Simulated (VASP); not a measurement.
Crystal: SnSe2.

```
CELL_PARAMETERS angstrom
3.81100 0.00000 0.00000
-1.90550 3.30042 0.00000
0.00000 0.00000 6.13600
ATOMIC_POSITIONS crystal
Sn 0.00000 0.00000 0.00000
Se 0.33333 0.66667 0.24900
Se 0.66667 0.33333 0.75100
```

* Program: VASP 6.6.1
* Task: relaxation of cell and atoms
* Functional: PBE
* Dispersion: D3(BJ)
* Potentials or basis: VASP PAW PBE potentials, release 64 (Sn_d, Se)
* Cutoff: 520 eV
* k mesh: 15 × 15 × 8
* Occupations: gaussian, width 0.02 eV
* Spin: no spin polarisation

At the start: pressure 3.3 GPa; volume 25.73 Å³/atom.

Where does the relaxation end?

Over 23 steps the energy falls by 22.6 meV/atom and the volume is 25.58 Å³/atom (-0.6 %); space group P-3m1 (No. 164, to 0.05 Å).

The path:
```tsv
step	energy change (eV)	largest force (eV/Å)	pressure (GPa)	volume (Å³)
1	0.0000	0.8186	3.30	77.18
2	-0.0199	0.2859	-2.87	83.25
3	-0.0515	0.1652	-0.45	80.48
4	-0.0515	0.1769	-0.38	80.41
5	-0.0556	0.1286	-0.23	79.86
6	-0.0576	0.0611	-0.01	79.11
7	-0.0597	0.0493	-0.04	78.84
8	-0.0646	0.0147	-0.10	78.02
9	-0.0675	0.0523	-0.07	76.36
10	-0.0677	0.0327	-0.09	76.80
11	-0.0669	0.0872	0.47	76.31
12	-0.0679	0.0003	0.07	76.67
13	-0.0679	0.0064	-0.07	76.85
14	-0.0679	0.0026	0.00	76.75
15	-0.0679	0.0028	0.00	76.75
16	-0.0679	0.0026	0.00	76.75
17	-0.0679	0.0005	-0.01	76.76
18	-0.0679	0.0009	-0.01	76.75
19	-0.0679	0.0000	-0.01	76.75
20	-0.0679	0.0001	-0.01	76.75
21	-0.0679	0.0007	-0.01	76.74
22	-0.0679	0.0015	-0.01	76.74
23	-0.0679	0.0004	0.00	76.73
```

Final structure:
```cif
data_structure
_symmetry_space_group_name_H-M 'P 1'
_symmetry_Int_Tables_number 1
_cell_length_a 3.8407
_cell_length_b 3.8407
_cell_length_c 6.0063
_cell_angle_alpha 90.000
_cell_angle_beta 90.000
_cell_angle_gamma 120.000
_cell_volume 76.73
loop_
_atom_site_label
_atom_site_type_symbol
_atom_site_fract_x
_atom_site_fract_y
_atom_site_fract_z
_atom_site_occupancy
Sn1 Sn 0.00000 0.00000 0.00000 1
Se1 Se 0.33333 0.66667 0.26554 1
Se2 Se 0.66667 0.33333 0.73446 1
```
